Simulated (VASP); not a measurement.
# LiMg4 (Im-3m) in VASP: density of states with PBE

Aim: the density of states of LiMg4 with PBE.

Program: VASP 6.6.1. These are calculated values, not measurements. Logs are shortened: lines on timing, memory, paths and dates and some standing lists are left out, and cuts for length are marked.

### 1 The structure

It takes space group Im-3m (No. 229, cubic). Conventional cell: a = 6.389 Å, b = 6.389 Å, c = 6.389 Å, α = 90.00°, β = 90.00°, γ = 90.00°. Li (site symmetry m-3m) has 8 Mg at 2.77 Å as nearest neighbours. Mg (site symmetry -3m) is surrounded by 2 Li at 2.77 Å.

The cell was built by a generator and needn't be a form met in nature.

### 2 Density of states, PBE

The input, POSCAR:

```
LiMg4
1.0
   -3.1944900676      3.1944900676      3.1944900676
    3.1944900676     -3.1944900676      3.1944900676
    3.1944900676      3.1944900676     -3.1944900676
Li Mg
1 4
Direct
    0.0000000000      0.0000000000      0.0000000000
    0.5000000000      0.5000000000      0.5000000000
    0.0000000000      0.0000000000      0.5000000000
    0.0000000000      0.5000000000      0.0000000000
    0.5000000000      0.0000000000      0.0000000000
```

The input, INCAR.step1:

```
  PREC = Accurate
  ENCUT = 520
  EDIFF = 1E-6
  ISMEAR = 0
  SIGMA = 0.1
  LREAL = F
  LASPH = T
  NELM = 80
  ALGO = Fast
  ISIF = 2
  LWAVE = F
  LCHARG = T
  GGA = PE
  NBANDS = 14
```

The input, KPOINTS.step1:

```
regular mesh
0
Gamma
  8 8 8
```

The input, INCAR.step2:

```
  PREC = Accurate
  ENCUT = 520
  EDIFF = 1E-6
  ISMEAR = -5
  SIGMA = 0.1
  LREAL = F
  LASPH = T
  NELM = 80
  ALGO = Fast
  ISIF = 2
  LWAVE = F
  LCHARG = F
  GGA = PE
  LORBIT = 11
  NEDOS = 2001
  ICHARG = 11
```

The input, KPOINTS.step2:

```
regular mesh
0
Gamma
  12 12 12
```

Potentials or basis: VASP PAW PBE potentials, release 64 (Li_sv, Mg).

Run with:

```bash
$ cat potpaw_PBE.64/Li_sv/POTCAR potpaw_PBE.64/Mg/POTCAR > POTCAR
$ cp INCAR.step1 INCAR
$ cp KPOINTS.step1 KPOINTS
$ mpirun -np 1 vasp_std > vasp.out
$ cp INCAR.step2 INCAR
$ cp KPOINTS.step2 KPOINTS
$ mpirun -np 1 vasp_std > vasp.out
```

OUTCAR:

```text
PREC = Accurate
   ENCUT = 520
   EDIFF = 1E-6
   ISMEAR = -5
   LREAL = F
   LASPH = T
   NELM = 80
   ISIF = 2
   GGA = PE
   LORBIT = 11
   ICHARG = 11

 ion  position               nearest neighbor table
   1  0.000  0.000  0.000-   2 2.77   3 2.77   4 2.77   5 2.77   3 2.77   4 2.77   5 2.77   2 2.77

   2  0.500  0.500  0.500-   1 2.77   1 2.77   4 3.19   5 3.19   5 3.19   4 3.19   3 3.19   3 3.19

   3  0.000  0.000  0.500-   1 2.77   1 2.77   4 3.19   5 3.19   2 3.19   4 3.19   5 3.19   2 3.19

   4  0.000  0.500  0.000-   1 2.77   1 2.77   3 3.19   5 3.19   2 3.19   3 3.19   2 3.19   5 3.19

   5  0.500  0.000  0.000-   1 2.77   1 2.77   3 3.19   4 3.19   2 3.19   2 3.19   3 3.19   4 3.19

  LATTYP: Found a body centered cubic cell.
 ALAT       =     6.3889801352

  Lattice vectors:

 A1 = (  -3.1944900676,   3.1944900676,   3.1944900676)
 A2 = (   3.1944900676,  -3.1944900676,   3.1944900676)
 A3 = (   3.1944900676,   3.1944900676,  -3.1944900676)

Analysis of symmetry for initial positions (statically):
=====================================================================
 Subroutine PRICEL returns:
 Original cell was already a primitive cell.

 Routine SETGRP: Setting up the symmetry group for a
 body centered cubic supercell.

 Subroutine GETGRP returns: Found 48 space group operations
 (whereof 48 operations were pure point group operations)
 out of a pool of 48 trial point group operations.

The static configuration has the point symmetry O_h .

Analysis of symmetry for dynamics (positions and initial velocities):
=====================================================================
 Subroutine PRICEL returns:
 Original cell was already a primitive cell.

 Routine SETGRP: Setting up the symmetry group for a
 body centered cubic supercell.

 Subroutine GETGRP returns: Found 48 space group operations
 (whereof 48 operations were pure point group operations)
 out of a pool of 48 trial point group operations.

The dynamic configuration has the point symmetry O_h .

 Subroutine INISYM returns: Found 48 space group operations
 (whereof 48 operations are pure point group operations),
 and found     1 'primitive' translations

----------------------------------------------------------------------------------------

                                     Primitive cell

  volume of cell :     130.3961

  direct lattice vectors                    reciprocal lattice vectors
    -3.194490068  3.194490068  3.194490068     0.000000000  0.156519504  0.156519504
     3.194490068 -3.194490068  3.194490068     0.156519504  0.000000000  0.156519504
     3.194490068  3.194490068 -3.194490068     0.156519504  0.156519504  0.000000000

  length of vectors
     5.533019101  5.533019101  5.533019101     0.221352005  0.221352005  0.221352005

  position of ions in fractional coordinates (direct lattice)
     0.000000000  0.000000000  0.000000000
     0.500000000  0.500000000  0.500000000
     0.000000000  0.000000000  0.500000000
     0.000000000  0.500000000  0.000000000
     0.500000000  0.000000000  0.000000000

  ion indices of the primitive-cell ions
   primitive index   ion index
                 1           1
                 2           2
                 3           3
                 4           4
                 5           5

----------------------------------------------------------------------------------------

 KPOINTS: regular mesh

Automatic generation of k-mesh.
 Grid dimensions read from file:
 generate k-points for:   12   12   12

 Generating k-lattice:

  Cartesian coordinates                     Fractional coordinates (reciprocal lattice)
     0.000000000  0.013043292  0.013043292     0.083333333  0.000000000  0.000000000
     0.013043292  0.000000000  0.013043292     0.000000000  0.083333333  0.000000000
     0.013043292  0.013043292  0.000000000     0.000000000  0.000000000  0.083333333

  Length of vectors
     0.018446000  0.018446000  0.018446000

  Shift w.r.t. Gamma in fractional coordinates (k-lattice)
     0.000000000  0.000000000  0.000000000

 TETIRR: Found   1910 inequivalent tetrahedra from    10368

 Subroutine IBZKPT returns following result:
 ===========================================

 Found     72 irreducible k-points:

 Following reciprocal coordinates:
            Coordinates               Weight
  0.000000  0.000000  0.000000      1.000000
  0.083333  0.000000  0.000000     12.000000
  0.166667  0.000000  0.000000     12.000000
  0.250000  0.000000  0.000000     12.000000
  0.333333  0.000000  0.000000     12.000000
  0.416667  0.000000  0.000000     12.000000
[... 16 lines left out ...]
  0.333333  0.083333  0.083333     24.000000
  0.416667  0.083333  0.083333     12.000000
 [... further k-points ...]
   k-points           NKPTS =     72   k-points in BZ     NKDIM =     72   number of bands    NBANDS=      9
   number of dos      NEDOS =   2001   number of ions     NIONS =      5
   total plane-waves  NPLWV =  74088
   dimension x,y,z NGX =    42 NGY =   42 NGZ =   42
   dimension x,y,z NGXF=    84 NGYF=   84 NGZF=   84
   ions per type =               1   4
   NGX,Y,Z   is equivalent  to a cutoff of  12.62, 12.62, 12.62 a.u.
   NGXF,Y,Z  is equivalent  to a cutoff of  25.24, 25.24, 25.24 a.u.
 SYSTEM =  unknown system
   PREC   = accura    normal or accurate (medium, high low for compatibility)
   ISTART =      0    job   : 0-new  1-cont  2-samecut
   ICHARG =     11    charge: 1-file 2-atom 10-const
   ISPIN  =      1    spin polarized calculation?
   LNONCOLLINEAR =      F non collinear calculations
   LSORBIT =      F    spin-orbit coupling
   LASPH  =      T    aspherical Exc in radial PAW
   ENCUT  =  520.0 eV  38.22 Ry    6.18 a.u.  10.29 10.29 10.29*2*pi/ulx,y,z
   NELM   =     80;   NELMIN=  2; NELMDL=  0     # of ELM steps
   EDIFF  = 0.1E-05   stopping-criterion for ELM
   LREAL  =      F    real-space projection
   EDIFFG = 0.1E-04   stopping-criterion for IOM
   NSW    =      0    number of steps for IOM
   IBRION =     -1    ionic relax: 0-MD 1-quasi-New 2-CG
   NFREE  =      0    steps in history (QN), initial steepest desc. (CG)
   ISIF   =      2    stress and relaxation
   ISYM   =      2    0-nonsym 1-usesym 2-fastsym
   POTIM  = 0.5000    time-step for ionic-motion
   TEBEG  =    0.0;   TEEND  =   0.0 temperature during run
   PSTRESS=    0.0 pullay stress
   NELECT =      11.0000    total number of electrons
   NUPDOWN=      -1.0000    fix difference up-down
   EMIN   =  10.00;   EMAX   =-10.00  energy-range for DOS
   EFERMI =   0.00;   METHOD = LEGACY
   ISMEAR =    -5;   SIGMA  =   0.10  broadening in eV -4-tet -1-fermi 0-gaus
   EFERMI_NEDOS =   21; number of points for ismear=-14 and -15
   IALGO  =     68    algorithm
   IMIX   =      4    mixing-type and parameters
     AMIX     =   0.40;   BMIX     =  1.00
     AMIX_MAG =   1.60;   BMIX_MAG =  1.00
  volume/ion in A,a.u.               =      26.08       175.99
  Fermi-wavevector in a.u.,A,eV,Ry     =   0.717989  1.356802  7.013906  0.515508
  Thomas-Fermi vector in A             =   1.806811
   LORBIT       =     11    0 simple, 1 ext, 2 COOP (PROOUT), +10 PAW based schemes
   GGA     = PE    functional components
   LHFCALC =     F    Hartree Fock is set to
   AEXX    =    0.0000 exact exchange contribution
   IVDW    =     0    specifies the selected vdW correction
   LEPSILON=     F    determine dielectric tensor
   LRPA    =     F    only Hartree local field effects (RPA)
 non-spin polarized calculation
 RMM-DIIS sequential band-by-band and
 Fermi weights with tetrahedron method with Bloechl corrections
  energy-cutoff  :      520.00
  volume of cell :      130.40
 maximum number of plane-waves:      3564
 NGX is ok and might be reduce to    42

 number of electron      11.0000008 magnetization

 Free energy of the ion-electron system (eV)
  ---------------------------------------------------
  ext. energy  EPLUGINS =         0.00000000
  ---------------------------------------------------
  free energy    TOTEN  =        -6.54037605 eV

  energy without entropy =       -6.54037605  energy(sigma->0) =       -6.54037605

 E-fermi :   1.4996     XC(G=0):  -7.7422

 val. band max:        1.4929070278   @ k =   0.0000   0.0000   0.0000
 cond. band min:       1.3983109757   @ k =   0.5000   0.0000   0.0000
 fundamental gap:     -0.0945960521
 Fermi energy:         1.4995662306

 k-point     1 :       0.0000    0.0000    0.0000
  band No.  band energies     occupation
      1     -44.4770      2.00000
      2      -4.2878      2.00000
      3       1.4929      2.00000
      4       1.4929      2.00000
      5       1.4929      2.00000
      6       2.6739      0.00000
      7       2.6746      0.00000
      8       2.6757      0.00000
      9       2.7194      0.00000

 k-point     2 :       0.0833    0.0000    0.0000
  band No.  band energies     occupation
      1     -44.4770      2.00000
      2      -4.2390      2.00000
      3       1.1389      2.00000
      4       1.2964      2.00000
      5       1.4680      2.00000
      6       2.1399      0.00000
      7       2.1881      0.00000
      8       2.6207      0.00000
      9       3.1659      0.00000
[... 253 lines left out ...]
 k-point    24 :       0.4167    0.0833    0.0833
  band No.  band energies     occupation
      1     -44.4770      2.00000
      2      -2.4622      2.00000
      3      -2.4444      2.00000
      4      -0.3282      2.00000
      5      -0.0996      2.00000
      6       2.0926     -0.17834
      7       2.1147     -0.01010
      8       3.6777      0.00000
      9       4.2938      0.00000

 [... further k-points ...]

------------------------ aborting loop because EDIFF is reached ----------------------------------------

  FORCE on cell =-STRESS in cart. coord.  units (eV):
  Direction    XX          YY          ZZ          XY          YZ          ZX
  --------------------------------------------------------------------------------------
  -------------------------------------------------------------------------------------
  Total       -0.0262819     -0.0262819     -0.0262819     -0.0000000      0.0000000      0.0000000
  in kB       -0.3229259     -0.3229259     -0.3229259     -0.0000000      0.0000000      0.0000000
  external PRESSURE =      -0.3229259 kB  Pullay stress =       0.0000000 kB

 VOLUME and BASIS-vectors are now :
 -----------------------------------------------------------------------------
  energy-cutoff  :      520.00
  volume of cell :      130.40
      direct lattice vectors                 reciprocal lattice vectors
    -3.194490068  3.194490068  3.194490068     0.000000000  0.156519504  0.156519504
     3.194490068 -3.194490068  3.194490068     0.156519504  0.000000000  0.156519504
     3.194490068  3.194490068 -3.194490068     0.156519504  0.156519504  0.000000000

 POSITION                                       TOTAL-FORCE (eV/Angst)
 -----------------------------------------------------------------------------------
      0.00000      0.00000      0.00000        -0.000000      0.000000      0.000000
      1.59725      1.59725      1.59725        -0.000000      0.000000     -0.000000
      1.59725      1.59725     -1.59725         0.000000     -0.000000     -0.000000
      1.59725     -1.59725      1.59725         0.000000      0.000000     -0.000000
     -1.59725      1.59725      1.59725        -0.000000      0.000000      0.000000
 -----------------------------------------------------------------------------------
    total drift:                               -0.000000     -0.000000      0.000000

  FREE ENERGIE OF THE ION-ELECTRON SYSTEM (eV)
  ---------------------------------------------------
  free  energy   TOTEN  =        -6.5403760481 eV

  energy  without entropy=       -6.5403760481  energy(sigma->0) =       -6.54037605

 total charge

# of ion       s       p       d       tot
------------------------------------------
    1        2.040   0.088   0.000   2.128
    2        0.238   0.097   0.006   0.341
    3        0.238   0.097   0.006   0.341
    4        0.238   0.097   0.006   0.341
    5        0.238   0.097   0.006   0.341
--------------------------------------------------
tot          2.992   0.476   0.026   3.494
```

Wall time 2.3 min (1 thread of Intel Xeon Platinum 8559C (Emerald Rapids), shared host); peak memory 0.29 GiB.

What came out:

```
Valence electrons inside the program's atomic spheres : Li 2.13; Mg 0.34
```

States per cell in windows of 1 eV (zero at the Fermi level; states under -8 eV left out):
| from (eV) | total | Mg2_s | Mg3_s | Mg4_s | Mg5_s | Mg2_p | Mg3_p |
| --- | --- | --- | --- | --- | --- | --- | --- |
| -8.0 | 0.00 | 0.00 | 0.00 | 0.00 | 0.00 | 0.00 | 0.00 |
| -7.0 | 0.00 | 0.00 | 0.00 | 0.00 | 0.00 | 0.00 | 0.00 |
| -6.0 | 0.43 | 0.02 | 0.02 | 0.02 | 0.02 | 0.00 | 0.00 |
| -5.0 | 1.14 | 0.04 | 0.04 | 0.04 | 0.04 | 0.00 | 0.00 |
| -4.0 | 1.46 | 0.05 | 0.05 | 0.05 | 0.05 | 0.01 | 0.01 |
| -3.0 | 1.90 | 0.06 | 0.06 | 0.06 | 0.06 | 0.01 | 0.01 |
| -2.0 | 1.94 | 0.04 | 0.04 | 0.04 | 0.04 | 0.03 | 0.03 |
| -1.0 | 2.10 | 0.03 | 0.03 | 0.03 | 0.03 | 0.04 | 0.04 |
| 0.0 | 2.72 | 0.03 | 0.03 | 0.03 | 0.03 | 0.06 | 0.06 |
| 1.0 | 2.52 | 0.02 | 0.02 | 0.02 | 0.02 | 0.06 | 0.06 |
| 2.0 | 1.76 | 0.02 | 0.02 | 0.02 | 0.02 | 0.04 | 0.04 |
| 3.0 | 0.03 | 0.00 | 0.00 | 0.00 | 0.00 | 0.00 | 0.00 |
| 4.0 | 0.00 | 0.00 | 0.00 | 0.00 | 0.00 | 0.00 | 0.00 |
| 5.0 | 0.00 | 0.00 | 0.00 | 0.00 | 0.00 | 0.00 | 0.00 |

Caveat: the cutoff is under 1.25 times the usual one of these potentials, so pressure, stress and relaxed cells hold a basis-set (Pulay) error; tetrahedron occupations give inexact forces and stress in metals.
